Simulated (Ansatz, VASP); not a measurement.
**InO (In2O2, 2 layers, AB): VASP beside Ansatz**

One calculation is typed for both programs; each brings its own data sets. How far apart do they land? The structure shown is the start of the Ansatz relaxation below; VASP solves that cell, so the two are compared at the walk's first step.

Calculated with Ansatz 0.2.0; plane waves, with VASP 6.6.1 beside it; single point at LDA.

### Step 1. The starting structure

The cell holds 8 atoms: 4 O and 4 In. Cell: a = 3.292 Å, b = 3.292 Å, c = 55.447 Å, α = 90.0°, β = 90.0°, γ = 120.0°. Vacuum lies along c.

### Step 2. Ansatz: relaxation, LDA

Ansatz runs on its default PAW (the set named soft_2) files.

The two programs are compared at the cell with which this relaxation starts, whose forces are those of its first step.

The input, input.yaml:

```yaml
crystal:
  lattice:
    - [3.2916, 0.0, 0.0]
    - [-1.6458, 2.8506092191, 0.0]
    - [0.0, 0.0, 55.4472746957]
  atoms:
    - { symbol: O, position: [0.3333333333, 0.6666666667, 0.3895592726] }
    - { symbol: In, position: [0.0, 0.0, 0.4060942363] }
    - { symbol: In, position: [0.0, 0.0, 0.4573140666] }
    - { symbol: O, position: [0.3333333333, 0.6666666667, 0.4738490303] }
    - { symbol: O, position: [0.6666666667, 0.3333333333, 0.5261509697] }
    - { symbol: In, position: [0.3333333333, 0.6666666667, 0.5426859334] }
    - { symbol: In, position: [0.3333333333, 0.6666666667, 0.5939057637] }
    - { symbol: O, position: [0.6666666667, 0.3333333333, 0.6104407274] }
  periodic: [true, true, false]
kpoints:
  mp_grid: { grid: [10, 10, 1] }
hamiltonian:
  xc: lda
scf:
  occupations: { method: fermi_dirac, width: 0.05 }
  convergence: { dr2_threshold: 1.0e-09 }
relax:
  f_tol: 0.015
  max_steps: 90
  cell: {}
output:
  write_potential: true
  write_density: true
  volumetric_format: npy
```

On the command line:

```console
$ ansatz run input.yaml --threads 4 --pin off --max-ram 6144MiB --backend cpu --events-out ev --progress --plain --runs-dir out
```

Numbers of over 12 decimals in the logs are rounded to 6 here.

Output:

```text
Warning: relax.cell: scf.convergence.dr2_threshold = 1e-9 eV is looser than the 1.61635351633e-10 eV advised for a relaxation that steers and ends on the stress (1e-10 eV for each atom of the cell: 8, times the square of relax.cell.stress_2d_tol = 0.05 N/m over 22.2 Å (the atoms' height at the walk's start and 5 Å past either face), 2.247e-2 GPa, over a crystal's default 0.05). What an SCF threshold leaves in a stress goes as its square root, and in the free energy as the threshold itself, and one threshold admits the most on a small cell: [figures from the program's tests cut] Set scf.convergence.dr2_threshold to 1.61635351633e-10 eV or tighter. [rest of the remark cut]
Engine: ansatz 0.2.0, aarch64-unknown-linux-gnu
Pseudopotentials: kind: paw
Pseudopotential: O, paw, valence charge 6, recommended cutoff 420 eV (normal), O.paw.azcp
Pseudopotential: In, paw, valence charge 13, recommended cutoff 420 eV (normal), In.paw.azcp
Functional definition: SPW92
  exchange = slater_x
  correlation = pw_c
Crystal: 8 atoms, lattice volume = 520.265 Å³
Basis set: ecut = 420 eV, 10373 PW (Γ)
Bands: 46, of which v1, the nominal top of the filled ones, is band 38 counted from 1 (37 counted from 0)
Symmetry: 6 space group operations
Space group: P3m1 (ITA 156), of the structure as read, at distance tolerance 8.0e-5 Å
k-points: 14 of 100 (time reversal used)
Non-local potential: O, projectors of the file, l = 0: 2, l = 1: 2, l = 2: 1
Non-local potential: In, projectors of the file, l = 0: 2, l = 1: 2, l = 2: 2, l = 3: 2
PAW form: soft (Blöchl's): semilocal exchange-correlation on the pseudo side does not see the compensation charge
PAW frozen core: O, regenerated for the run's functional, and the local potential with it (the file was generated under x = pbe(κ = 0.804, μ = 0.219515), c = pbe(β = 0.066725))
PAW frozen core: In, regenerated for the run's functional, and the local potential with it (the file was generated under x = pbe(κ = 0.804, μ = 0.219515), c = pbe(β = 0.066725))
PAW one-centre angular grid: O, 110 points (default); XC on 64 Gauss nodes
PAW one-centre angular grid: In, 590 points (default); XC on 64 Gauss nodes
Initial density: superposition of atomic densities (neutral atoms: chi_scale 0, normalization atom), corrected by the library's trained network
Initial wavefunctions: pseudopotential atomic-orbital guess
Functional: x = slater, c = lda
SCF iter   1: F=—  HF=-24048.155614 eV  |F-HF|=—  |Δ(HF+E_count)|=         —  Δρ=1.18e-2  dr2=8.87e-1  ethr=1.77e-3  ⟨swp⟩=13.7  Hψ=4287  notcnv=0  defer=6
preconditioner: auto → Resta (q_TF=auto, 1.980 Å⁻¹)  ε∞=1.9  [insulator: Δε(μ)=0.661 eV  Ē_g=14.732 eV  σ=0.050 eV  W_gap=0.99  n_scr=34 (ndim 8)  ℏωp=14.2 eV  f_vac=0.727  D(μ)=0.01/eV (n_scr^D=0)  ε∞_Penn≈1.9  vacuum switching on, ρ_ref=1.6e-2 e/Å³]
SCF iter   2: F=—  HF=-24048.104552 eV  |F-HF|=—  |Δ(HF+E_count)|=   5.11e-2  Δρ=1.05e-2  dr2=6.62e-1  ethr=1.17e-3  ⟨swp⟩=3.9  Hψ=1510  notcnv=0  defer=43
preconditioner: auto → LDOS  [insulator: Δε(μ)=0.349 eV  Ē_g=14.817 eV  σ=0.050 eV  W_gap=0.90  n_scr=34 (ndim 8)  ℏωp=14.2 eV  f_vac=0.727  D(μ)=0.07/eV (n_scr^D=2)  ε∞_Penn≈1.9  β→1.0]
SCF iter   3: F=—  HF=-24047.981572 eV  |F-HF|=—  |Δ(HF+E_count)|=   1.23e-1  Δρ=1.17e-3  dr2=1.39e-2  ethr=8.71e-4  ⟨swp⟩=3.7  Hψ=1414  notcnv=0  defer=43
SCF iter   4: F=—  HF=-24047.979516 eV  |F-HF|=—  |Δ(HF+E_count)|=   2.06e-3  Δρ=4.86e-4  dr2=2.56e-3  ethr=1.82e-5  ⟨swp⟩=3.0  Hψ=1416  notcnv=0  defer=43
SCF iter   5: F=—  HF=-24047.979371 eV  |F-HF|=—  |Δ(HF+E_count)|=   1.45e-4  Δρ=1.12e-4  dr2=7.89e-5  ethr=3.36e-6  ⟨swp⟩=2.5  Hψ=925  notcnv=0  defer=43
SCF iter   6: F=—  HF=-24047.979401 eV  |F-HF|=—  |Δ(HF+E_count)|=   2.94e-5  Δρ=4.06e-5  dr2=2.26e-5  ethr=1.04e-7  ⟨swp⟩=3.2  Hψ=1501  notcnv=0  defer=43
SCF iter   7: F=—  HF=-24047.979396 eV  |F-HF|=—  |Δ(HF+E_count)|=   4.41e-6  Δρ=2.08e-5  dr2=2.39e-5  ethr=2.97e-8  ⟨swp⟩=3.3  Hψ=1349  notcnv=0  defer=43
SCF iter   8: F=—  HF=-24047.979397 eV  |F-HF|=—  |Δ(HF+E_count)|=   1.22e-6  Δρ=1.52e-5  dr2=1.24e-5  ethr=2.97e-8  ⟨swp⟩=1.4  Hψ=616  notcnv=0  defer=43
SCF iter   9: F=—  HF=-24047.979396 eV  |F-HF|=—  |Δ(HF+E_count)|=   1.39e-6  Δρ=1.25e-5  dr2=5.81e-6  ethr=1.63e-8  ⟨swp⟩=2.1  Hψ=914  notcnv=0  defer=43
SCF iter  10: F=—  HF=-24047.979205 eV  |F-HF|=—  |Δ(HF+E_count)|=   1.91e-4  Δρ=3.37e-6  dr2=1.88e-7  ethr=7.65e-9  ⟨swp⟩=2.0  Hψ=829  notcnv=0  defer=43
[...]
SCF iter   1: F=—  HF=-24048.462197 eV  |F-HF|=—  |Δ(HF+E_count)|=         —  Δρ=3.05e-5  dr2=3.49e-7  ethr=3.00e-7  ⟨swp⟩=6.0  Hψ=6797  notcnv=0
preconditioner: auto → LDOS  [insulator: Δε(μ)=0.272 eV  Ē_g=14.906 eV  σ=0.050 eV  W_gap=0.85  n_scr=34 (ndim 8)  ℏωp=13.7 eV  f_vac=0.758  D(μ)=0.50/eV (n_scr^D=6)  ε∞_Penn≈1.8  β→1.0]
SCF iter   2: F=—  HF=-24048.462512 eV  |F-HF|=—  |Δ(HF+E_count)|=   3.14e-4  Δρ=1.12e-5  dr2=5.73e-7  ethr=4.59e-10  ⟨swp⟩=4.7  Hψ=2269  notcnv=0
SCF iter   3: F=—  HF=-24048.462510 eV  |F-HF|=—  |Δ(HF+E_count)|=   1.59e-6  Δρ=9.80e-6  dr2=6.16e-7  ethr=4.59e-10  ⟨swp⟩=3.1  Hψ=1296  notcnv=0
SCF iter   4: F=—  HF=-24048.462509 eV  |F-HF|=—  |Δ(HF+E_count)|=   1.21e-6  Δρ=3.87e-6  dr2=8.02e-8  ethr=4.59e-10  ⟨swp⟩=3.0  Hψ=1044  notcnv=0
SCF iter   5: F=—  HF=-24048.462510 eV  |F-HF|=—  |Δ(HF+E_count)|=   1.08e-6  Δρ=1.13e-6  dr2=7.37e-9  ethr=1.06e-10  ⟨swp⟩=3.1  Hψ=1260  notcnv=0
SCF iter   6: F=-24048.462510 eV  HF=-24048.462510 eV  |F-HF|=1.62e-7  |Δ(HF+E_count)|=   1.63e-7  Δρ=2.27e-7  dr2=5.02e-10  ethr=1.32e-12  ⟨swp⟩=17.0  Hψ=6552  notcnv=0
SCF 14 converged in 6 iterations: F = -24048.462510 eV  dr2 = 5.02e-10
relax step  14: F+E_penalty+E_count = -24048.46250994 eV  Δ(F+E_penalty+E_count) = -2.131e-3 eV  max|allowed force component| = 6.916e-4 eV/Å  Δτ_max = 0.0000 Å  P = +0.014 N/m  Ω = 557.244 Å³  fix = [c, alpha, beta]  reactions: c +0.000 N/m  stress off target by 1.42e-2 N/m on what of the cell is left free  SCF on the basis re-selected at this cell (its energy is not comparable with the rows above)  (6 SCF iters)
basis re-selected at this cell: Δ(F+E_penalty+E_count) = -2.131e-3 eV, ΔP = +0.015 N/m vs the last step (what re-selecting the basis moved, of the pressure what is left beyond the Pulay correction that the steps carried, after the strain that the cell walked since its last selection, with what the two solves' SCF thresholds leave and, on support functions, any second-order correction that the steps lacked; it is no m [...]
WARN: The output density's exchange-correlation potential varies sharply where the density is thin. Do not read a vacuum level from v_tot or v_xc, or from such a field of the output density. On a cell that repeats whose density bears no net charge and no dipole along the vacuum's axis use v_es (v_loc + v_h of the components); under efield.dipole_correction with no amplitude use v_es + v_field, which holds any externa [...]
SCF converged after 6 iterations
Free energy (F): -24048.462510 eV
Harris-Foulkes:  -24048.462510 eV  (|F-HF|=1.62e-7)
Internal energy: -24048.457178 eV  (E = F + TS)
E sigma→0 (E₀):  -24048.459844 eV
Entropy (-TS):   -0.005332 eV (-0.667 meV/atom)
Fermi energy:    -6.232487 eV
--- Per-component energies (eV) ---
  E_band       = -1260.719770
  E_kinetic    = 1674.289877
  E_local      = -515715.856087  (includes V_loc(G=0)·N_el)
  E_nonlocal   = 1688.138806
  E_hartree    = 256619.920326
  E_xc         = -1140.395456
  E_vxc        = -773.056738  (∫ρ·V_xc dr)
  E_paw        = -16659.094966  (= ΣΔE_a)
  E_vpaw       = -1374.082938  (= ΣTr[D̂ρ^β])
  E_aug_tail   = 0.009855  (compensation charges beyond the density's cutoff)
  E_ewald      = 249483.004637
  E_core_change = 1.525832  (= ΣΔE_core)
  E_smearing   = -0.005332  (= −TS)
  E_closure    = -0.000000  (closes the sum)
  Σ components = -24048.462510   (vs F -24048.462510, Δ=0.00e0)
--- Forces (eV/Å), atoms counted from 1 ---
  atom   1  O      0.00000000     0.00000000    -0.00037660
  atom   2  In     0.00000000     0.00000000     0.00078874
  atom   3  In     0.00000000     0.00000000     0.00000591
  atom   4  O      0.00000000     0.00000000     0.00046160
  atom   5  O      0.00000000     0.00000000    -0.00003219
  atom   6  In     0.00000000     0.00000000     0.00006030
  atom   7  In     0.00000000     0.00000000    -0.00048470
  atom   8  O      0.00000000     0.00000000     0.00035403
  max |Σ_I F_I| component: 7.77e-4 eV/Å
--- 2D stress c σ (N/m, compression-positive) ---
        0.014199       0.000000      -0.000000
        0.000000       0.014199      -0.000000
       -0.000000      -0.000000       0.000000
  P = ½ c Tr σ = 0.0142 N/m
--- Band table (eV; the first three rows and the last of 14) ---
  k-point 0: bands = [... 34 lower, -8.2118, -8.2118, -8.1963, -7.2137, -6.5528, -5.2961, -3.3317, -2.5736, ... 4 higher]
  k-point 1: bands = [... 34 lower, -8.4146, -8.3042, -7.6994, -6.9819, -6.0573, -5.0348, -3.0698, -2.2915, ... 4 higher]
  k-point 2: bands = [... 34 lower, -8.6296, -8.5414, -7.3735, -6.7803, -5.0949, -4.3383, -2.5384, -1.6967, ... 4 higher]
  k-point 13: bands = [... 34 lower, -8.6931, -8.3969, -6.9397, -6.3297, -3.4975, -2.9316, -2.1304, -1.7737, ... 4 higher]
  the weakly bound empty levels are not read free of the cell's end (no_gap_told)
--- Relaxed structure (12 steps of the walk, 11 accepted, 2 SCFs on fresh bases) ---
  F+E_penalty+E_count = -24048.46250994 eV   max|allowed force component| = 6.916e-4 eV/Å   (the final SCF, on the basis selected at the relaxed cell)
  cell:  # Å, volume = 557.2441 Å³
    - [3.406570, 4.254740656132461e-18, 0]
    - [-1.703285, 2.950176, 0]
    - [0, 0, 55.4472746957]
  atoms:
    - { symbol: O, position: [0.333333, 0.666667, 0.406088] }
    - { symbol: In, position: [2.331735300266024e-17, -3.238150488543892e-17, 0.419511] }
    - { symbol: In, position: [1.981512607980413e-17, -3.238150488543892e-17, 0.469608] }
    - { symbol: O, position: [0.333333, 0.666667, 0.483157] }
    - { symbol: O, position: [0.666667, 0.333333, 0.517418] }
    - { symbol: In, position: [0.333333, 0.666667, 0.530099] }
    - { symbol: In, position: [0.333333, 0.666667, 0.580301] }
    - { symbol: O, position: [0.666667, 0.333333, 0.593818] }
```

(Continued in part 2 of 2.)

[Lines on the potential files, build, host, timing and source positions are cut from VASP's logs without a mark.]

[Logs are printed without paths, hosts, clocks, repeated set-up lines and the standing remarks that a program may print on its own settings, such as how far it seeks lower states.]

[Hosts, paths, dates, database ids (printed as entryN), source tags and the programs' standing remarks are cut or masked in the printed files.]
